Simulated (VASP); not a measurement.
The system is Re.

```
Re
1.0
     2.76080    0.00000    0.00000
    -1.38040    2.39092    0.00000
     0.00000    0.00000    4.45820
Re
2
Direct
  0.33333 0.66667 0.25000
  0.66667 0.33333 0.75000
```

```yaml
Program: VASP 6.6.1
Task: relaxation of cell and atoms
Functional: PBEsol
Potentials_or_basis: VASP PAW PBE potentials, release 64 (Re)
Cutoff: 600 eV
k_mesh: 15 × 15 × 8
Occupations: methfessel-paxton, width 0.1 eV
Spin: no spin polarisation
```

At the start: pressure -4.1 GPa; volume 14.71 Å³/atom.

Problem. Where does the relaxation end?

Solution. Over 8 steps the energy falls by 2.2 meV/atom and the volume is 14.56 Å³/atom (-1.1 %); space group P6_3/mmc (No. 194, to 0.05 Å).

The path:
| step | energy change (eV) | largest force (eV/Å) | pressure (GPa) | volume (Å³) |
| --- | --- | --- | --- | --- |
| 1 | 0.0000 | 0.0000 | -4.13 | 29.43 |
| 2 | 0.0725 | 0.0000 | 19.99 | 27.84 |
| 3 | -0.0042 | 0.0000 | 0.00 | 29.12 |
| 4 | -0.0042 | 0.0000 | 0.01 | 29.12 |
| 5 | 0.0042 | 0.0000 | 6.35 | 28.68 |
| 6 | -0.0042 | 0.0000 | 0.16 | 29.11 |
| 7 | -0.0042 | 0.0000 | 0.03 | 29.12 |
| 8 | -0.0043 | 0.0000 | 0.09 | 29.11 |

Final structure:
```xyz
2
Lattice="2.7480 0.0000 0.0000 -1.3740 2.3798 0.0000 0.0000 0.0000 4.4517" Properties=species:S:1:pos:R:3 pbc="T T T"
Re    0.0000    1.5866    1.1129
Re    1.3740    0.7933    3.3388
```

Caveat: the PAW data sets were made with another functional, which shifts forces and pressure a little.
